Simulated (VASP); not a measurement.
Given:

```xyz
2
Lattice="0.0000 3.3105 3.3105 3.3105 0.0000 3.3105 3.3105 3.3105 0.0000" Properties=species:S:1:pos:R:3 pbc="T T T"
Te     3.3105     3.3105     3.3105
Pb     3.3105     3.3105     0.0000
```

Method: SCAN meta-GGA, VASP's PBE PAW potentials (set 64) (plane waves; VASP 6.6.1). Run with 520 eV cut-off, 7×7×7 Γ-centred mesh, Gaussian smearing of 0.050 eV, potentials Te Pb_d.

**Question.** Give the stress tensor in GPa (positive for a compressed cell).

**Answer.** 
```
-2.10   0.00   0.00
 0.00  -2.10   0.00
 0.00   0.00  -2.10
```
The pressure is its mean diagonal, -2.10 GPa.

The compound is PbTe in the rock salt structure. This cell is one point of a volume scan, at 1.06 of the reference volume.
